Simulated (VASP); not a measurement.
These are SCAN meta-GGA, VASP's PBE PAW potentials (set 64) (plane waves; VASP 6.6.1) values and carry that method's errors.

A VASP calculation is set up with these files.

File KPOINTS:
```
Automatic mesh
0
Gamma
  8 8 8
```

**POSCAR**
```
ZnS
1.0
  0.0000000000   2.7050000000   2.7050000000
  2.7050000000   0.0000000000   2.7050000000
  2.7050000000   2.7050000000   0.0000000000
Zn S
1 1
Cartesian
  0.0000000000   0.0000000000   0.0000000000
  1.3525000000   1.3525000000   1.3525000000
```

INCAR:
```
# general
SYSTEM =ZnS
PREC   =Accurate
ENCUT  =520   # plane-wave cut-off (eV)
LREAL  =.False.
LASPH  =.True.

# electronic loop
EDIFF  =1E-6
NELM   =100   # most electronic steps
ALGO   =Normal   # blocked Davidson
LMAXMIX=4
LMIXTAU=.True.

# smearing
ISMEAR =0
SIGMA  =0.05

# functional
METAGGA=SCAN

# ions
IBRION =2   # conjugate gradients
NSW    =60   # most ionic steps
ISIF   =3
EDIFFG =-0.01

# output
LWAVE  =.False.
LCHARG =.False.
```

POTCAR, in this order: Zn S (PBE.64 set). Program: vasp_std.

The resulting files:

**OSZICAR**
```
       N       E                     dE             d eps       ncg     rms          rms(c)
DAV:   1     0.697742044089E+02    0.69774E+02   -0.96264E+03   754   0.171E+03
DAV:   2    -0.217618346323E+02   -0.91536E+02   -0.87601E+02   809   0.289E+02
DAV:   3    -0.279400342161E+02   -0.61782E+01   -0.61526E+01   954   0.764E+01
DAV:   4    -0.280106461748E+02   -0.70612E-01   -0.70595E-01   824   0.863E+00
DAV:   5    -0.280116263710E+02   -0.98020E-03   -0.98017E-03   944   0.101E+00    0.737E+00
DAV:   6    -0.247145493350E+02    0.32971E+01   -0.18616E+00   889   0.481E+01    0.638E+00
DAV:   7    -0.249313492179E+02   -0.21680E+00   -0.70082E-01   754   0.177E+01    0.371E+00
DAV:   8    -0.249692131261E+02   -0.37864E-01   -0.13599E-01   764   0.609E+00    0.157E+00
DAV:   9    -0.249379588209E+02    0.31254E-01   -0.13481E-01   754   0.442E+00    0.350E-01
DAV:  10    -0.249835333657E+02   -0.45575E-01   -0.45628E-02   754   0.265E+00    0.149E-01
DAV:  11    -0.249936692343E+02   -0.10136E-01   -0.25549E-03   804   0.687E-01    0.987E-02
DAV:  12    -0.249948304981E+02   -0.11613E-02   -0.50564E-04   789   0.323E-01    0.205E-02
DAV:  13    -0.249947783807E+02    0.52117E-04   -0.12957E-04   789   0.156E-01    0.222E-02
DAV:  14    -0.249948470116E+02   -0.68631E-04   -0.19029E-05   799   0.567E-02    0.987E-03
DAV:  15    -0.249948562466E+02   -0.92350E-05   -0.12392E-05   769   0.727E-02    0.576E-03
DAV:  16    -0.249948595518E+02   -0.33052E-05   -0.63225E-06   764   0.451E-02    0.267E-03
DAV:  17    -0.249948593268E+02    0.22500E-06   -0.81600E-08   502   0.425E-03
   1 F= -.24994859E+02 E0= -.24994859E+02  d E =-.249949E+02
       N       E                     dE             d eps       ncg     rms          rms(c)
DAV:   1    -0.251600333796E+02   -0.16517E+00   -0.20520E+00   894   0.339E+01    0.299E+00
DAV:   2    -0.250162242834E+02    0.14381E+00   -0.53545E-01   899   0.264E+01    0.119E+00
DAV:   3    -0.250011742881E+02    0.15050E-01   -0.19063E-02   769   0.234E+00    0.555E-01
DAV:   4    -0.249985345561E+02    0.26397E-02   -0.17782E-02   809   0.196E+00    0.324E-01
DAV:   5    -0.249991344327E+02   -0.59988E-03   -0.15046E-03   754   0.503E-01    0.302E-01
DAV:   6    -0.249988578674E+02    0.27657E-03   -0.11612E-03   965   0.367E-01    0.893E-02
DAV:   7    -0.249987477028E+02    0.11016E-03   -0.38276E-04   754   0.257E-01    0.519E-02
DAV:   8    -0.249987327336E+02    0.14969E-04   -0.25216E-04   754   0.220E-01    0.206E-02
DAV:   9    -0.249988181094E+02   -0.85376E-04   -0.79596E-05   754   0.119E-01    0.143E-02
DAV:  10    -0.249988147233E+02    0.33860E-05   -0.47314E-06   794   0.320E-02    0.907E-03
DAV:  11    -0.249988169762E+02   -0.22529E-05   -0.12226E-06   565   0.168E-02    0.544E-03
DAV:  12    -0.249988167624E+02    0.21377E-06   -0.43440E-07   532   0.103E-02
   2 F= -.24998817E+02 E0= -.24998817E+02  d E =-.395744E-02
       N       E                     dE             d eps       ncg     rms          rms(c)
DAV:   1    -0.250108430707E+02   -0.12026E-01   -0.14869E-01   889   0.953E+00    0.780E-01
DAV:   2    -0.250006159595E+02    0.10227E-01   -0.33401E-02   894   0.572E+00    0.315E-01
DAV:   3    -0.249997335489E+02    0.88241E-03   -0.11478E-03   764   0.411E-01    0.147E-01
DAV:   4    -0.249995302707E+02    0.20328E-03   -0.11996E-03   794   0.475E-01    0.781E-02
DAV:   5    -0.249996106395E+02   -0.80369E-04   -0.15556E-04   754   0.169E-01    0.664E-02
DAV:   6    -0.249995890334E+02    0.21606E-04   -0.18981E-04   891   0.151E-01    0.380E-02
DAV:   7    -0.249996039684E+02   -0.14935E-04   -0.77404E-05   784   0.934E-02    0.849E-03
DAV:   8    -0.249996092222E+02   -0.52538E-05   -0.89717E-06   754   0.408E-02    0.508E-03
DAV:   9    -0.249996091823E+02    0.39926E-07   -0.42832E-06   774   0.224E-02
   3 F= -.24999609E+02 E0= -.24999609E+02  d E =-.474986E-02
       N       E                     dE             d eps       ncg     rms          rms(c)
DAV:   1    -0.249998691672E+02   -0.25994E-03   -0.31828E-03   894   0.138E+00    0.114E-01
DAV:   2    -0.249996216292E+02    0.24754E-03   -0.72851E-04   894   0.871E-01    0.457E-02
DAV:   3    -0.249996107027E+02    0.10926E-04   -0.24791E-05   764   0.619E-02    0.214E-02
DAV:   4    -0.249996131437E+02   -0.24410E-05   -0.25479E-05   804   0.725E-02    0.117E-02
DAV:   5    -0.249996143859E+02   -0.12423E-05   -0.29909E-06   754   0.239E-02    0.102E-02
DAV:   6    -0.249996148025E+02   -0.41659E-06   -0.37064E-06   799   0.204E-02
   4 F= -.24999615E+02 E0= -.24999615E+02  d E =-.475548E-02
```

### OUTCAR
```
------------------------ aborting loop because EDIFF is reached ----------------------------------------
  FORCE on cell =-STRESS in cart. coord.  units (eV):
  Direction    XX          YY          ZZ          XY          YZ          ZX
  --------------------------------------------------------------------------------------
  Total        0.0040360      0.0040360      0.0040360     -0.0000000     -0.0000000     -0.0000000
  in kB        0.1667456      0.1667456      0.1667456     -0.0000000     -0.0000000     -0.0000000
  external PRESSURE =       0.1667456 kB  Pullay stress =       0.0000000 kB
  volume of cell :       38.78
      direct lattice vectors                 reciprocal lattice vectors
    -0.000000000  2.686542041  2.686542041    -0.186112852  0.186112852  0.186112852
     2.686542041  0.000000000  2.686542041     0.186112852 -0.186112852  0.186112852
     2.686542041  2.686542041  0.000000000     0.186112852  0.186112852 -0.186112852
  FREE ENERGIE OF THE ION-ELECTRON SYSTEM (eV)
  ---------------------------------------------------
  free  energy   TOTEN  =       -24.9996148025 eV

  energy  without entropy=      -24.9996148025  energy(sigma->0) =      -24.99961480

 reached required accuracy - stopping structural energy minimisation
```
(Selected blocks of OUTCAR.)

**CONTCAR**
```
ZnS
   1.00000000000000
    -0.0000000000000000    2.6865420409964296    2.6865420409964296
     2.6865420409964296    0.0000000000000000    2.6865420409964296
     2.6865420409964296    2.6865420409964296    0.0000000000000000
  Zn              S
     1     1
Direct
     0.0000000000000000    0.0000000000000000    0.0000000000000000
     0.2500000000000000    0.2500000000000000    0.2500000000000000
```

Energy and stress use the plane-wave basis of the starting cell.

The compound is ZnS in the zinc blende structure. This run relaxes it. Symmetry was kept, so distortions that lower it aren't found.
